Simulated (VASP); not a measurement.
Output of a VASP run:

File OSZICAR:
```
       N       E                     dE             d eps       ncg     rms          rms(c)
DAV:   1     0.168239417216E+03    0.16824E+03   -0.12533E+04  1520   0.160E+03
DAV:   2    -0.110955620087E+02   -0.17933E+03   -0.17454E+03  1535   0.316E+02
DAV:   3    -0.198336717828E+02   -0.87381E+01   -0.84022E+01  1744   0.854E+01
DAV:   4    -0.200857648798E+02   -0.25209E+00   -0.24963E+00  1740   0.137E+01
DAV:   5    -0.200939999873E+02   -0.82351E-02   -0.82318E-02  1815   0.256E+00    0.127E+01
DAV:   6    -0.230760634400E+02   -0.29821E+01   -0.35302E+01  1668   0.107E+02    0.180E+01
DAV:   7    -0.188059288318E+02    0.42701E+01   -0.13149E+01  1646   0.750E+01    0.381E+00
DAV:   8    -0.188674678055E+02   -0.61539E-01   -0.16915E+00  2109   0.125E+01    0.274E+00
DAV:   9    -0.188066775218E+02    0.60790E-01   -0.26647E-01  1751   0.882E+00    0.643E-01
DAV:  10    -0.188074130696E+02   -0.73555E-03   -0.75452E-03  1624   0.860E-01    0.508E-01
DAV:  11    -0.188072314382E+02    0.18163E-03   -0.78261E-04  1771   0.229E-01    0.137E-01
DAV:  12    -0.188070746805E+02    0.15676E-03   -0.58287E-04  2176   0.396E-01    0.464E-02
DAV:  13    -0.188070799750E+02   -0.52945E-05   -0.60804E-05  1613   0.615E-02    0.265E-02
DAV:  14    -0.188070811262E+02   -0.11513E-05   -0.32509E-06  1443   0.178E-02    0.432E-03
DAV:  15    -0.188070808223E+02    0.30393E-06   -0.39379E-07   844   0.774E-03
   1 F= -.18807081E+02 E0= -.18807550E+02  d E =-.188071E+02
       N       E                     dE             d eps       ncg     rms          rms(c)
DAV:   1    -0.188085593390E+02   -0.14782E-02   -0.33030E-02  1598   0.153E+00    0.244E-01
DAV:   2    -0.188084176043E+02    0.14173E-03   -0.51342E-03  1776   0.138E+00    0.260E-01
DAV:   3    -0.188077210240E+02    0.69658E-03   -0.32958E-03  1663   0.112E+00    0.113E-01
DAV:   4    -0.188075126814E+02    0.20834E-03   -0.38913E-04  2091   0.279E-01    0.221E-02
DAV:   5    -0.188075119423E+02    0.73907E-06   -0.66614E-05  1691   0.125E-01    0.844E-03
DAV:   6    -0.188075116164E+02    0.32590E-06   -0.32337E-06  1275   0.272E-02
   2 F= -.18807512E+02 E0= -.18808010E+02  d E =-.430794E-03
       N       E                     dE             d eps       ncg     rms          rms(c)
DAV:   1    -0.188082240267E+02   -0.71208E-03   -0.19556E-02  1598   0.117E+00    0.187E-01
DAV:   2    -0.188081248620E+02    0.99165E-04   -0.28919E-03  1776   0.103E+00    0.195E-01
DAV:   3    -0.188077349654E+02    0.38990E-03   -0.18987E-03  1671   0.852E-01    0.871E-02
DAV:   4    -0.188076115028E+02    0.12346E-03   -0.22705E-04  2092   0.215E-01    0.168E-02
DAV:   5    -0.188076112910E+02    0.21182E-06   -0.40920E-05  1697   0.986E-02    0.699E-03
DAV:   6    -0.188076110452E+02    0.24583E-06   -0.18748E-06   970   0.225E-02
   3 F= -.18807611E+02 E0= -.18808125E+02  d E =-.530223E-03
```

### OUTCAR
```
------------------------ aborting loop because EDIFF is reached ----------------------------------------
  FORCE on cell =-STRESS in cart. coord.  units (eV):
  Direction    XX          YY          ZZ          XY          YZ          ZX
  --------------------------------------------------------------------------------------
  Total       -0.0426395     -0.0426395     -0.0476702      0.0000000      0.0000000      0.0000000
  in kB       -0.9495673     -0.9495674     -1.0615988      0.0000000      0.0000000      0.0000000
  external PRESSURE =      -0.9869112 kB  Pullay stress =       0.0000000 kB
  volume of cell :       71.94
      direct lattice vectors                 reciprocal lattice vectors
     1.997799345 -3.460290141  0.000000000     0.250275385 -0.144496554 -0.000000000
     1.997799345  3.460290141 -0.000000000     0.250275385  0.144496554  0.000000000
     0.000000000 -0.000000000  5.203588768     0.000000000  0.000000000  0.192175063
 POSITION                                       TOTAL-FORCE (eV/Angst)
 -----------------------------------------------------------------------------------
      0.00000     -0.00000      2.60179         0.000000     -0.000000     -0.000000
      0.00000     -0.00000      0.00000         0.000000     -0.000000     -0.000000
      1.99780      1.15343      1.30090         0.000000     -0.000000      0.000000
      1.99780     -1.15343      3.90269        -0.000000      0.000000     -0.000000
 -----------------------------------------------------------------------------------
    total drift:                                0.000000      0.000000      0.000000
  FREE ENERGIE OF THE ION-ELECTRON SYSTEM (eV)
  ---------------------------------------------------
  free  energy   TOTEN  =       -18.8076110452 eV

  energy  without entropy=      -18.8091518610  energy(sigma->0) =      -18.80812465

 reached required accuracy - stopping structural energy minimisation
```
(Selected blocks of OUTCAR.)

POSCAR:
```
NiSb
1
    1.9935919184    -3.4530026625     0.0000000000
    1.9935919184     3.4530026625     0.0000000000
    0.0000000000     0.0000000000     5.2230097848
Ni Sb
2 2
Direct
  0.0000000000   1.0000000000   0.5000000000
  0.0000000000   1.0000000000   1.0000000000
  0.3333330000   0.6666670000   0.2500000000
  0.6666670000   0.3333330000   0.7500000000
```

Reconstruct the remaining input files.

Several could match; the one computed here: the input of the run itself, revPBE GGA, plane waves, VASP's PBE PAW potentials (set 64).

File KPOINTS:
```
Automatic mesh
0
Gamma
8 8 6
0 0 0
```

**INCAR**
```
# general
SYSTEM  = NiSb
PREC    = Accurate
ENCUT   = 520   # plane-wave cut-off (eV)
LREAL   = .FALSE.
LASPH   = .TRUE.   # aspherical one-centre terms

# electronic loop
EDIFF   = 1E-6
NELM    = 100   # most electronic steps
ALGO    = Normal
LMAXMIX = 4   # l cut-off of mixed one-centre charges

# smearing
ISMEAR  = 1   # Methfessel-Paxton
SIGMA   = 0.1   # width (eV)

# functional
GGA     = RE   # revPBE

# ions
IBRION  = 2
NSW     = 60   # most ionic steps
ISIF    = 3   # ions, shape and volume
EDIFFG  = -0.02   # ionic stop

# output
LWAVE   = .FALSE.
LCHARG  = .FALSE.
```

POTCAR, in this order: Ni Sb (PBE.64 set). Program: vasp_std.

The compound is NiSb in the NiAs type structure. This run relaxes it. Symmetry was kept, so distortions that lower it aren't found. The start is the result of an earlier pass. The run is not spin-polarised, so no magnetic state was tried.
